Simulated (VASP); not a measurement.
Given:

```
AlNi3
1.0
    3.57000     0.00000     0.00000
    0.00000     3.57000     0.00000
    0.00000     0.00000     3.57000
Al Ni
1 3
Direct
  0.00000   0.00000   0.00000
  0.00000   0.50000   0.50000
  0.50000   0.00000   0.50000
  0.50000   0.50000   0.00000
```
Starting moments (μB, in the order of the record's atoms Al Ni Ni Ni): 0.0 0.5 0.5 0.5.

Computed with PBE GGA, VASP's PBE PAW potentials (set 64) (plane waves; VASP 6.6.1). Numerical set-up: 400 eV cut-off, 8×8×8 Monkhorst-Pack mesh, first-order Methfessel-Paxton smearing of 0.10 eV, potentials Al Ni.

Gaps are read on the run's mesh, which can miss a band edge.

What does the run give for the cell moment, energy per atom (σ→0), band gap (on the k-mesh) with the smallest direct gap where there is one?

```yaml
band gap (on the k-mesh): none (metal, semimetal or under 0.01 eV)
cell_moment: 0.81 μB
energy per atom (σ→0): -5.475 eV/atom
```

Give the moment on each site (PAW-sphere projection).

```tsv
site	moment (μB)
Al1	-0.01
Ni2	0.28
Ni3	0.28
Ni4	0.28
```

Total energies compare only between runs with the same potentials, cut-off and functional.

The compound is Ni3Al in the L1_2 structure. The cell was not relaxed at this level. The run is one of a series of settings (KPOINTS 8×8×8 Monkhorst-Pack mesh against the base run), some of them coarse on purpose.
